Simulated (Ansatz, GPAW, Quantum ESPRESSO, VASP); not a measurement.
**SnO2 (P1, 6 atoms in the cell) computed with different codes at matched settings**

Self-consistent single point, at a second geometry (atoms moved at random). First geometry:

```yaml
crystal:
  lattice:
    - [4.79135, 0.00000, 0.00000]
    - [0.00000, 4.86999, 0.00000]
    - [0.00000, 0.00000, 3.24317]
  atoms:
    - { symbol: Sn, position: [0.50000, 0.50000, 0.50000] }
    - { symbol: Sn, position: [0.00000, 0.00000, 0.00000] }
    - { symbol: O, position: [0.29185, 0.32104, 0.00000] }
    - { symbol: O, position: [0.70815, 0.67896, 0.00000] }
    - { symbol: O, position: [0.79185, 0.17896, 0.50000] }
    - { symbol: O, position: [0.20815, 0.82104, 0.50000] }
```

Second geometry:
```yaml
crystal:
  lattice:
    - [4.79135, 0.00000, 0.00000]
    - [0.00000, 4.86999, 0.00000]
    - [0.00000, 0.00000, 3.24317]
  atoms:
    - { symbol: Sn, position: [0.50853, 0.49055, 0.52200] }
    - { symbol: Sn, position: [0.99726, 0.99398, 0.01278] }
    - { symbol: O, position: [0.28126, 0.32408, 0.00615] }
    - { symbol: O, position: [0.70463, 0.68400, 0.99024] }
    - { symbol: O, position: [0.79551, 0.17758, 0.48813] }
    - { symbol: O, position: [0.21280, 0.82981, 0.48070] }
```

Shared settings, as Ansatz (a program for electronic structure) writes them: kpoints.mp_grid.grid = 5 5 7; scf.occupations.method = fixed. Potentials and cutoffs stand in the table.

```json
[
 {"code": "VASP", "model": "PBEsol, VASP's PBE PAW potentials (set 64)", "ΔF from the first geometry (meV/atom)": "34.7", "pressure (GPa)": "-10.41", "largest force (eV/Å)": "1.738", "gap on the mesh (eV)": "0.728", "cutoff": "400 eV"},
 {"code": "Ansatz", "model": "PBEsol, default PAW files made with PBE", "ΔF from the first geometry (meV/atom)": "34.3", "pressure (GPa)": "-6.35", "largest force (eV/Å)": "1.710", "gap on the mesh (eV)": "0.734", "cutoff": "default"},
 {"code": "Quantum ESPRESSO", "model": "PBEsol, GBRV 1.5 ultrasoft (PBESOL) pseudopotentials", "ΔF from the first geometry (meV/atom)": "34.8", "pressure (GPa)": "-5.17", "largest force (eV/Å)": "1.737", "gap on the mesh (eV)": "0.735", "cutoff": "40 Ry"},
 {"code": "GPAW", "model": "PBEsol, GPAW PAW datasets PBEsol (made by gpaw-setup)", "ΔF from the first geometry (meV/atom)": "34.1", "pressure (GPa)": "–", "largest force (eV/Å)": "1.697", "gap on the mesh (eV)": "0.750", "cutoff": "950 eV"}
]
```

Size of the force on each atom (eV/Å): Sizes of forces hide their directions.

```tsv
code	Sn1	Sn2	O3	O4	O5	O6
VASP	1.738	1.702	0.625	0.779	0.848	1.383
Ansatz	1.710	1.674	0.643	0.772	0.833	1.350
Quantum ESPRESSO	1.737	1.707	0.643	0.786	0.847	1.376
GPAW	1.697	1.650	0.664	0.764	0.819	1.325
```

A dash marks a value that a program does not give, or that is left out as unsure.

Gaps are read on the mesh.

The spread over the programs that give each value: ΔF from the first geometry within 0.7 meV/atom; pressure within 5.24 GPa; largest force within 0.041 eV/Å; gap on the mesh within 0.022 eV.

Ansatz's pressure is given at a fixed set of plane waves, as the other plane-wave codes print theirs; with its correction for the finite basis it is -5.49 GPa (the shift of 0.86 GPa shows how far the cutoff is from converged). The pressure of GPAW is left out: its cutoff lies under the one at which its stress was checked.

VASP's run is marked for a possible Pulay error in its stress at this cutoff; no cutoff test was made.

VASP ran the fixed occupations as a Gaussian smearing of 0.01 eV.

The starting cell comes from a database of computed structures (which also holds hypothetical and non-ambient phases and stackings), without a prior relaxation at this level. Its lattice was rescaled by a random factor within 2.5 % of one. For this run, on top of that: atoms moved at random.

Left out of this page: CP2K and SIESTA (not drawn, or without a comparable value).

Keys are those of Ansatz 0.2.
